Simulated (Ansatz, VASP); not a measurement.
# Cross-check of Hf2CSO (Hf2COS MXene, 1 layer) between VASP and Ansatz

One calculation is typed for both programs; each brings its own data sets. How far apart do they land? Of the first pair: The structure shown is the start of the Ansatz relaxation below; VASP solves that cell, so the two are compared at the walk's first step.

Calculated with Ansatz 0.2.0; plane waves, with VASP 6.6.1 beside it; single point at PBE.

### Step 1. Starting point

The cell holds 5 atoms: 1 S, 2 Hf, 1 C and 1 O. Cell: a = 3.289 Å, b = 3.289 Å, c = 20.587 Å, α = 90.0°, β = 90.0°, γ = 120.0°. Vacuum lies along c.

### Step 2. Ansatz: relaxation, PBE

Ansatz runs on its default PAW (the set named soft_2) files.

The two programs are compared at the cell with which this relaxation starts, whose forces are those of its first step.

input.yaml reads:

```yaml
crystal:
  lattice:
    - [3.289, 0.0, 0.0]
    - [-1.6445, 2.848357553, 0.0]
    - [0.0, 0.0, 20.5866226631]
  atoms:
    - { symbol: S, position: [0.3333333333, 0.6666666667, 0.3643142502] }
    - { symbol: Hf, position: [0.6666666667, 0.3333333333, 0.4523518813] }
    - { symbol: C, position: [0.0, 0.0, 0.5153904766] }
    - { symbol: Hf, position: [0.3333333333, 0.6666666667, 0.5784290718] }
    - { symbol: O, position: [0.6666666667, 0.3333333333, 0.6356857498] }
kpoints:
  mp_grid: { grid: [12, 12, 1] }
hamiltonian:
  xc: pbe
scf:
  occupations: { method: fermi_dirac, width: 0.05 }
  convergence: { dr2_threshold: 1.0e-08 }
efield:
  axis: 3
  dipole_correction: true
  ramp_position: 0.97
  ramp_width: 0.04
relax:
  f_tol: 0.01
  cell: { fix: [c, alpha, beta] }
output:
  write_potential: true
  write_density: true
  volumetric_format: npy
```

On the command line:

```sh
$ ansatz run input.yaml --threads 2 --pin off --max-ram 4096MiB --backend cpu --events-out ev --progress --plain --runs-dir out
```

Numbers of over 12 decimals in the logs are rounded to 6 here.

Output:

```text
Warning: relax.cell: scf.convergence.dr2_threshold = 1e-8 eV is looser than the 5e-10 eV advised for a relaxation that steers and ends on the stress (1e-10 eV for each atom of the cell: 5). What an SCF threshold leaves in a stress goes as its square root, and in the free energy as the threshold itself, and one threshold admits the most on a small cell: [figures from the program's tests cut] Set scf.convergence.dr2_threshold to 5e-10 eV or tighter. The threshold is an SCF's pass mark: one that does not reach it within its budget of iterations ends unconverged, or closes short of it on a stop that the run arms, and scf.convergence.dr2_threshold's page says what that costs each kind of run
Engine: ansatz 0.2.0, aarch64-unknown-linux-gnu
Pseudopotentials: kind: paw
Pseudopotential: S, paw, valence charge 6, recommended cutoff 420 eV (normal), S.paw.azcp
Pseudopotential: Hf, paw, valence charge 26, recommended cutoff 420 eV (normal), Hf.paw.azcp
Pseudopotential: C, paw, valence charge 4, recommended cutoff 420 eV (normal), C.paw.azcp
Pseudopotential: O, paw, valence charge 6, recommended cutoff 420 eV (normal), O.paw.azcp
Functional definition: PBE
  parameter kappa = 0.804
  parameter beta = 0.066725
  exchange = pbe_x(kappa = kappa, mu = beta*pi^2/3)
  correlation = pbe_c(beta = beta)
Crystal: 5 atoms, lattice volume = 192.861 Å³
Basis set: ecut = 420 eV, 3837 PW (Γ), exchange–correlation on 48×48×288 points (8 copies of the dense FFT grid, shifted against one another)
Bands: 41, of which v1, the nominal top of the filled ones, is band 34 counted from 1 (33 counted from 0)
Symmetry: 6 space group operations
Space group: P3m1 (ITA 156), of the structure as read, at distance tolerance 5.8e-5 Å
k-points: 19 of 144 (time reversal used)
Non-local potential: S, projectors of the file, l = 0: 2, l = 1: 2, l = 2: 2
Non-local potential: Hf, projectors of the file, l = 0: 3, l = 1: 2, l = 2: 2, l = 3: 3
Non-local potential: C, projectors of the file, l = 0: 2, l = 1: 2, l = 2: 1
Non-local potential: O, projectors of the file, l = 0: 2, l = 1: 2, l = 2: 1
PAW form: soft (Blöchl's): semilocal exchange-correlation on the pseudo side does not see the compensation charge
PAW one-centre angular grid: S, 110 points (default); XC on 64 Gauss nodes
PAW one-centre angular grid: Hf, 590 points (default); XC on 64 Gauss nodes
PAW one-centre angular grid: C, 110 points (default); XC on 64 Gauss nodes
PAW one-centre angular grid: O, 110 points (default); XC on 64 Gauss nodes
Initial density: superposition of atomic densities (neutral atoms: chi_scale 0, normalization atom), corrected by the library's trained network
Initial wavefunctions: pseudopotential atomic-orbital guess
Functional: x = pbe(κ = 0.804, μ = 0.219515), c = pbe(β = 0.066725)
SCF iter   1: F=—  HF=-33168.574407 eV  |F-HF|=—  |Δ(HF+E_count)|=         —  Δρ=2.42e-3  dr2=1.78e-2  ethr=1.77e-3  p=-0.043 e·Å  D=-4.06e-2 V/Å  ΔV_dip=0.84 eV  dr2_dipole=2.54e-4  V_vac-E_F(+/−)=7.04/6.20 eV  ⟨swp⟩=8.2  Hψ=3437  notcnv=0  defer=10
efield: sawtooth ramp at fractional position 0.9700 (set: `efield.ramp_position`, or a place that a band, a saddle search or an elastic batch's reference lends), width 0.0400; the density the first Hamiltonian is built on has a dipole p = -0.043 e·Å; the dipole correction subtracts the counter field D = -4.06e-2 V/Å, which shifts the + side's vacuum level by +0.84 eV against the − side's; the planar-averaged density in the ramp window peaks in size at 4.4e-5 e/Å³
preconditioner: auto → LDOS  [insulator: Δε(μ)=0.310 eV  Ē_g=16.703 eV  σ=0.050 eV  W_gap=0.56  n_scr=44 (ndim 8)  ℏωp=21.4 eV  f_vac=0.604  D(μ)=1.35/eV (n_scr^D=6)  ε∞_Penn≈2.6  β→1.0]
SCF iter   2: F=—  HF=-33168.579891 eV  |F-HF|=—  |Δ(HF+E_count)|=   5.48e-3  Δρ=1.82e-3  dr2=1.03e-2  ethr=2.62e-5  p=-0.041 e·Å  D=-3.87e-2 V/Å  ΔV_dip=0.80 eV  dr2_dipole=3.66e-4  V_vac-E_F(+/−)=6.93/6.13 eV  ⟨swp⟩=2.9  Hψ=1784  notcnv=0  defer=30
SCF iter   3: F=—  HF=-33168.577048 eV  |F-HF|=—  |Δ(HF+E_count)|=   2.84e-3  Δρ=5.30e-4  dr2=8.65e-4  ethr=1.51e-5  p=-0.038 e·Å  D=-3.56e-2 V/Å  ΔV_dip=0.73 eV  dr2_dipole=3.18e-5  V_vac-E_F(+/−)=6.94/6.21 eV  ⟨swp⟩=2.0  Hψ=1460  notcnv=0  defer=30
SCF iter   4: F=—  HF=-33168.576900 eV  |F-HF|=—  |Δ(HF+E_count)|=   1.48e-4  Δρ=1.71e-4  dr2=6.20e-5  ethr=1.27e-6  p=-0.039 e·Å  D=-3.69e-2 V/Å  ΔV_dip=0.76 eV  dr2_dipole=7.83e-7  V_vac-E_F(+/−)=6.95/6.19 eV  ⟨swp⟩=3.5  Hψ=1705  notcnv=0  defer=30
[...]
efield: sawtooth ramp at fractional position 0.9700 (set: `efield.ramp_position`, or a place that a band, a saddle search or an elastic batch's reference lends), width 0.0400; the density the first Hamiltonian is built on has a dipole p = 0.075 e·Å; the dipole correction subtracts the counter field D = 6.80e-2 V/Å, which shifts the + side's vacuum level by -1.40 eV against the − side's; the planar-averaged density in the ramp window peaks in size at 1.8e-6 e/Å³
preconditioner: auto → LDOS  [insulator: Δε(μ)=0.150 eV  Ē_g=16.817 eV  σ=0.050 eV  W_gap=0.53  n_scr=44 (ndim 8)  ℏωp=21.0 eV  f_vac=0.620  D(μ)=0.58/eV (n_scr^D=4)  ε∞_Penn≈2.6  β→1.0]
SCF iter   2: F=—  HF=-33169.243068 eV  |F-HF|=—  |Δ(HF+E_count)|=   3.45e-4  Δρ=7.74e-5  dr2=1.02e-5  ethr=8.57e-9  p=0.075 e·Å  D=6.80e-2 V/Å  ΔV_dip=-1.40 eV  dr2_dipole=8.26e-9  V_vac-E_F(+/−)=4.61/6.01 eV  ⟨swp⟩=3.1  Hψ=1884  notcnv=0
SCF iter   3: F=—  HF=-33169.243064 eV  |F-HF|=—  |Δ(HF+E_count)|=   4.36e-6  Δρ=2.91e-5  dr2=2.45e-6  ethr=8.57e-9  p=0.075 e·Å  D=6.79e-2 V/Å  ΔV_dip=-1.40 eV  dr2_dipole=1.75e-7  V_vac-E_F(+/−)=4.62/6.01 eV  ⟨swp⟩=2.1  Hψ=1435  notcnv=0
SCF iter   4: F=—  HF=-33169.243063 eV  |F-HF|=—  |Δ(HF+E_count)|=   7.31e-7  Δρ=7.84e-6  dr2=1.38e-7  ethr=3.60e-9  p=0.075 e·Å  D=6.80e-2 V/Å  ΔV_dip=-1.40 eV  dr2_dipole=7.79e-9  V_vac-E_F(+/−)=4.61/6.01 eV  ⟨swp⟩=2.0  Hψ=1344  notcnv=0
SCF iter   5: F=-33169.243063 eV  HF=-33169.243063 eV  |F-HF|=7.15e-8  |Δ(HF+E_count)|=   1.91e-8  Δρ=1.14e-6  dr2=3.18e-9  ethr=1.47e-11  p=0.075 e·Å  D=6.80e-2 V/Å  ΔV_dip=-1.40 eV  dr2_dipole=8.81e-16  V_vac-E_F(+/−)=4.61/6.01 eV  ⟨swp⟩=11.2  Hψ=7053  notcnv=0
SCF 8 converged in 5 iterations: F = -33169.243063 eV  dr2 = 3.18e-9
relax step   8: F+E_penalty+E_count = -33169.24306339 eV  Δ(F+E_penalty+E_count) = -5.860e-3 eV  max|allowed force component| = 4.510e-4 eV/Å  Δτ_max = 0.0000 Å  P = +0.032 GPa  Ω = 200.029 Å³  fix = [c, alpha, beta]  reactions: c -0.002 GPa  stress off target by 4.93e-2 GPa on what of the cell is left free  SCF on the basis re-selected at this cell (its energy is not comparable with the rows above)  (5 SCF iters)
basis re-selected at this cell: Δ(F+E_penalty+E_count) = -5.860e-3 eV, ΔP = +0.041 GPa vs the last step (what re-selecting the basis moved, of the pressure what is left beyond the Pulay correction that the steps carried, after the strain that the cell walked since its last selection, with what the two solves' SCF thresholds leave and, on support functions, any second-order correction that the steps lacked; it is no m [...]
WARN: The output density's exchange-correlation potential varies sharply where the density is thin. Do not read a vacuum level from v_tot or v_xc, or from such a field of the output density. On a cell that repeats whose density bears no net charge and no dipole along the vacuum's axis use v_es (v_loc + v_h of the components); under efield.dipole_correction with no amplitude use v_es + v_field, which holds any externa [...]
SCF converged after 5 iterations
Free energy (F): -33169.243063 eV
Harris-Foulkes:  -33169.243063 eV  (|F-HF|=7.15e-8)
Internal energy: -33169.238312 eV  (E = F + TS)
E sigma→0 (E₀):  -33169.240688 eV
Entropy (-TS):   -0.004751 eV (-0.950 meV/atom)
Fermi energy:    2.274483 eV
Dipole field:    D = 0.067965 V/Å  (p = 0.075130 e·Å, saw-weighted, corrected)
Work function:   Φ+ = 4.6145 eV   Φ− = 6.0137 eV
Levels:          The Fermi level and band energies are counted from a zero that moves with the ramp; work functions are not
--- Per-component energies (eV) ---
  E_band       = -940.132741
  E_kinetic    = 1212.628253
  E_local      = -87548.759752  (includes V_loc(G=0)·N_el)
  E_nonlocal   = -2384.178154
  E_hartree    = 42877.454390
  E_xc         = -819.195626
  E_vxc        = -773.783680  (∫ρ·V_xc dr)
  E_paw        = -14711.629984  (= ΣΔE_a)
  E_vpaw       = 2801.254988  (= ΣTr[D̂ρ^β])
  E_aug_tail   = 0.002420  (compensation charges beyond the density's cutoff)
  E_efield     = 0.002553  (sawtooth field / dipole correction)
  E_vefield    = -2.201373  (∫n·V_field dr)
  E_ewald      = 28204.437588
  E_smearing   = -0.004751  (= −TS)
  E_closure    = -0.000000  (closes the sum)
  Σ components = -33169.243063   (vs F -33169.243063, Δ=0.00e0)
--- Forces (eV/Å), atoms counted from 1 ---
  atom   1  S      0.00000000    -0.00000000     0.00042388
  atom   2  Hf    -0.00000000     0.00000000     0.00021563
  atom   3  C     -0.00000000     0.00000000    -0.00045412
  atom   4  Hf    -0.00000000     0.00000000    -0.00012459
  atom   5  O      0.00000000     0.00000000    -0.00007632
  max |Σ_I F_I| component: 1.55e-5 eV/Å
--- Stress (GPa, compression-positive) ---
        0.049300       0.000000      -0.000000
        0.000000       0.049300      -0.000000
       -0.000000      -0.000000      -0.001660
  P = ⅓ Tr σ = 0.0323 GPa (0.323 kbar)
--- Band table (eV; the first three rows and the last of 19) ---
  k-point 0: bands = [... 30 lower, 0.1099, 1.0535, 2.4617, 2.4617, 3.8644, 3.8644, 4.0082, 5.3483, ... 3 higher]
  k-point 1: bands = [... 30 lower, 0.1263, 1.2226, 1.8084, 2.1442, 3.6992, 4.2067, 4.3927, 5.4462, ... 3 higher]
  k-point 2: bands = [... 30 lower, 0.1368, 0.4599, 1.4245, 1.6760, 3.2864, 4.7196, 4.9162, 5.4136, ... 3 higher]
  k-point 18: bands = [... 30 lower, -1.1298, -0.3957, -0.0648, -0.0464, 4.5242, 4.9813, 5.5677, 6.2036, ... 3 higher]
--- Relaxed structure (7 steps of the walk, 6 accepted, 1 SCFs on fresh bases) ---
  F+E_penalty+E_count = -33169.24306339 eV   max|allowed force component| = 4.510e-4 eV/Å   (the final SCF, on the basis selected at the relaxed cell)
  cell:  # Å, volume = 200.0289 Å³
    - [3.349566, 0.0, 0]
    - [-1.674783, 2.900809, 0]
    - [0, 0, 20.5866226631]
  atoms:
    - { symbol: S, position: [0.333333, 0.666667, 0.373279] }
    - { symbol: Hf, position: [0.666667, 0.333333, 0.450597] }
    - { symbol: C, position: [-4.928105013835307e-19, -1.4080300039364056e-19, 0.514864] }
    - { symbol: Hf, position: [0.333333, 0.666667, 0.581888] }
    - { symbol: O, position: [0.666667, 0.333333, 0.625543] }
```

### Step 3. VASP: single point, PBE, start cell, pair 1

The same cell, functional, mesh and smearing now go to VASP, with its own data sets.

Lines of VASP's logs that name or quote its potential files are left out, and so is its time.

INCAR reads:

```
SYSTEM = Hf2CSO
PREC = Accurate
ENCUT = 520
EDIFF = 1E-06
NELM = 120
ISMEAR = -1
SIGMA = 0.05
LREAL = .FALSE.
ALGO = Normal
GGA = PE
NBANDS = 24
LASPH = .TRUE.
LORBIT = 11
LWAVE = .FALSE.
LCHARG = .FALSE.
ISIF = 2
LDIPOL = .TRUE.
IDIPOL = 3
DIPOL = 0.5 0.5 0.511
LVHAR = .TRUE.
GGA_COMPAT = .FALSE.
NELMDL = -8
KPAR = 2
```

POSCAR reads:

```
Hf2CSO
1.0
    3.2890000000      0.0000000000      0.0000000000
   -1.6445000000      2.8483580000      0.0000000000
    0.0000000000      0.0000000000     20.5866230000
S Hf C O
1 2 1 1
Direct
    0.3333332748      0.6666665496      0.3643142443
    0.6666666081      0.3333332163      0.4523518500
    0.3333332748      0.6666665496      0.5784290605
    0.9999999415      0.9999998829      0.5153904552
    0.6666666081      0.3333332163      0.6356857557
```

KPOINTS reads:

```
Automatic mesh
0
Gamma
12 12 1
0 0 0
```

PAW data sets: S, Hf_pv, C and O (PBE family, release 64).

On the command line:

```sh
$ mpirun -np 2 vasp_std
```

Output:

```text
[banner, memory and clock lines left out]
running    2 mpi-ranks, on    1 nodes
 distrk:  each k-point on    1 cores,    2 groups
 distr:  one band on    1 cores,    1 groups

 POSCAR found type information on POSCAR S HfC O
 POSCAR found :  4 types and       5 ions
 LDA part: xc-table for (Slater+PW92), standard interpolation
 POSCAR, INCAR and KPOINTS ok, starting setup
 FFT: planning ... GRIDC
 FFT: planning ... GRID_SOFT
 FFT: planning ... GRID
 WAVECAR not read
 entering main loop
       N       E                     dE             d eps       ncg     rms          rms(c)
DAV:   1     0.209349217384E+03    0.20935E+03   -0.18390E+04  1072   0.125E+03
DAV:   2    -0.309214296810E+02   -0.24027E+03   -0.23482E+03  1152   0.288E+02
DAV:   3    -0.524056474269E+02   -0.21484E+02   -0.21227E+02  1216   0.767E+01
DAV:   4    -0.529763731161E+02   -0.57073E+00   -0.56960E+00  1216   0.136E+01
DAV:   5    -0.529937024587E+02   -0.17329E-01   -0.17323E-01  1248   0.215E+00
DAV:   6    -0.529945283194E+02   -0.82586E-03   -0.82578E-03  1256   0.450E-01
DAV:   7    -0.529945531334E+02   -0.24814E-04   -0.24812E-04  1256   0.722E-02
DAV:   8    -0.529945543692E+02   -0.12358E-05   -0.12356E-05  1056   0.157E-02    0.747E+01
DAV:   9    -0.466713538768E+02    0.63232E+01   -0.34768E+01  1128   0.290E+01    0.573E+01
DAV:  10    -0.511514797474E+02   -0.44801E+01   -0.53730E+01  1344   0.419E+01    0.126E+01
DAV:  11    -0.492312334384E+02    0.19202E+01   -0.97783E+01  1312   0.362E+01    0.107E+01
DAV:  12    -0.462484677261E+02    0.29828E+01   -0.17161E+01  1240   0.177E+01    0.646E+00
DAV:  13    -0.462618968565E+02   -0.13429E-01   -0.30865E+00  1256   0.724E+00    0.696E+00
DAV:  14    -0.462844567525E+02   -0.22560E-01   -0.15475E-01  1192   0.247E+00    0.518E+00
[...]
DAV:  36    -0.462270555705E+02   -0.33625E-05   -0.13854E-06   832   0.807E-03    0.105E-02
DAV:  37    -0.462270600575E+02   -0.44869E-05   -0.13895E-06   864   0.915E-03    0.192E-02
DAV:  38    -0.462270620317E+02   -0.19743E-05   -0.42190E-07   704   0.434E-03    0.146E-02
DAV:  39    -0.462270635125E+02   -0.14808E-05   -0.22521E-07   768   0.355E-03    0.625E-03
DAV:  40    -0.462270652265E+02   -0.17139E-05   -0.18100E-07   640   0.317E-03    0.325E-03
DAV:  41    -0.462270670443E+02   -0.18179E-05   -0.71653E-08   672   0.163E-03    0.217E-03
DAV:  42    -0.462270680592E+02   -0.10149E-05   -0.38417E-08   648   0.993E-04    0.268E-03
DAV:  43    -0.462270688973E+02   -0.83807E-06   -0.39204E-08   696   0.868E-04
   1 F= -.46227069E+02 E0= -.46221811E+02  d E =-.105157E-01
```

OUTCAR, selected parts (step 3):

```text
ion  position               nearest neighbor table
   1  0.333  0.667  0.364-   2 2.62   2 2.62   2 2.62
   2  0.667  0.333  0.452-   4 2.30   4 2.30   4 2.30   1 2.62   1 2.62   1 2.62   3 3.22   3 3.22
                             3 3.22
   3  0.333  0.667  0.578-   5 2.24   5 2.24   5 2.24   4 2.30   4 2.30   4 2.30   2 3.22   2 3.22
                             2 3.22
   4  1.000  1.000  0.515-   2 2.30   2 2.30   3 2.30   3 2.30   2 2.30   3 2.30
   5  0.667  0.333  0.636-   3 2.24   3 2.24   3 2.24

  LATTYP: Found a hexagonal cell.
 ALAT       =     3.2890000000
 C/A-ratio  =     6.2592347218

 Subroutine GETGRP returns: Found  6 space group operations
 (whereof  6 operations were pure point group operations)

The static configuration has the point symmetry C_3v.

 Found     19 irreducible k-points:

   k-points           NKPTS =     19   k-points in BZ     NKDIM =     19   number of bands    NBANDS=     24

   dimension x,y,z NGX =    24 NGY =   24 NGZ =  160
   dimension x,y,z NGXF=    48 NGYF=   48 NGZF=  320

   ENCUT  =  520.0 eV  38.22 Ry    6.18 a.u.   6.12  6.12 38.28*2*pi/ulx,y,z

   NELECT =      36.0000    total number of electrons

 k-points in reciprocal lattice and weights: Automatic mesh
   0.00000000  0.00000000  0.00000000       0.007
   0.08333333  0.00000000  0.00000000       0.042
   0.16666667  0.00000000  0.00000000       0.042
   0.25000000  0.00000000  0.00000000       0.042
   0.33333333  0.00000000  0.00000000       0.042
   0.41666667  0.00000000  0.00000000       0.042
   0.50000000  0.00000000  0.00000000       0.021
   0.08333333  0.08333333  0.00000000       0.042
   0.16666667  0.08333333  0.00000000       0.083
[...]
0.33333333  0.25000000  0.00000000       0.083
   0.33333333  0.33333333  0.00000000       0.014

 dipolmoment           0.000000      0.000000      0.041789 electrons x Angstroem

 average (electrostatic) potential at core
       1 -92.9353       2 -44.1535       3 -44.5532       4 -55.9892       5 -76.9829

 E-fermi :  -2.2718

 k-point     1 :       0.0000    0.0000    0.0000
  band No.  band energies     occupation
    ...
     12      -5.8378      2.00000
     13      -5.3384      2.00000
     14      -3.9747      2.00000
     15      -3.9747      2.00000
     16      -3.5901      2.00000
     17      -1.6940      0.00002
     18      -1.6940      0.00002
     19      -0.5909      0.00000
     20      -0.5020      0.00000
     21      -0.5020      0.00000
    ...

 k-point     2 :       0.0833    0.0000    0.0000
  band No.  band energies     occupation
    ...
     13      -5.1886      2.00000
     14      -4.3387      2.00000
     15      -4.0021      2.00000
     16      -3.4474      2.00000
     17      -2.3281      1.51039
     18      -1.9396      0.00260
     19      -0.7884      0.00000
     20      -0.2285      0.00000
     21      -0.2104      0.00000
     22       1.5742      0.00000
    ...

 k-point     3 :       0.1667    0.0000    0.0000
  band No.  band energies     occupation
    ...
     14      -4.4998      2.00000
     15      -4.0969      2.00000
     16      -3.8329      2.00000
     17      -3.1315      2.00000
     18      -2.3029      1.30125
     19      -1.3270      0.00000
     20       0.1987      0.00000
     21       0.2758      0.00000
     22       1.4009      0.00000
     23       2.2169      0.00000
    ...

  Total       -0.4984231     -0.4984232     -4.6375106      0.0000000      0.0000000      0.0000000
  in kB       -4.1406181     -4.1406194    -38.5258247      0.0000000      0.0000000      0.0000000
  external PRESSURE =     -15.6023541 kB  Pullay stress =       0.0000000 kB

  energy-cutoff  :      520.00
  volume of cell :      192.86
      direct lattice vectors                 reciprocal lattice vectors
     3.289000000  0.000000000  0.000000000     0.304043782  0.175539732  0.000000000
    -1.644500000  2.848358000  0.000000000     0.000000000  0.351079464  0.000000000
     0.000000000  0.000000000 20.586623000     0.000000000  0.000000000  0.048575233

 POSITION                                       TOTAL-FORCE (eV/Angst)
 -----------------------------------------------------------------------------------
     -0.00000      1.89890      7.50000        -0.000000     -0.000000      1.668775
      1.64450      0.94945      9.31240        -0.000000      0.000000     -2.047783
     -0.00000      1.89890     11.90790        -0.000000      0.000000      4.323468
      1.64450      2.84836     10.61015        -0.000000     -0.000000     -0.845157
      1.64450      0.94945     13.08662         0.000000      0.000000     -3.099303
 -----------------------------------------------------------------------------------
    total drift:                                0.000000      0.000808     -0.000153

  FREE ENERGIE OF THE ION-ELECTRON SYSTEM (eV)
  ---------------------------------------------------
  free  energy   TOTEN  =       -46.2270688973 eV

  energy  without entropy=      -46.2165532249  energy(sigma->0) =      -46.22181106

 vacuum level on the upper side and lower side of the slab         4.723         3.916

 total charge
# of ion       s       p       d       tot
------------------------------------------
    1        1.366   2.314   0.000   3.680
    2        0.315   6.585   1.607   8.506
    3        0.304   6.584   1.497   8.386
    4        0.871   1.555   0.000   2.426
    5        1.571   3.367   0.000   4.938
--------------------------------------------------
tot          4.427  20.405   3.104  27.936

[... 3 further parts left out ...]
```

Harder data sets than Hf_pv exist (the GW ones), and pressures, volumes and forces can shift noticeably with them.

(Part 1 of 2 ends here.)

[Lines on the potential files, build, host, timing and source positions are cut from VASP's logs without a mark.]

[Logs are printed without paths, hosts, clocks, repeated set-up lines and the standing remarks that a program may print on its own settings, such as how far it seeks lower states.]

[Hosts, paths, dates, database ids (printed as entryN), source tags and the programs' standing remarks are cut or masked in the printed files.]
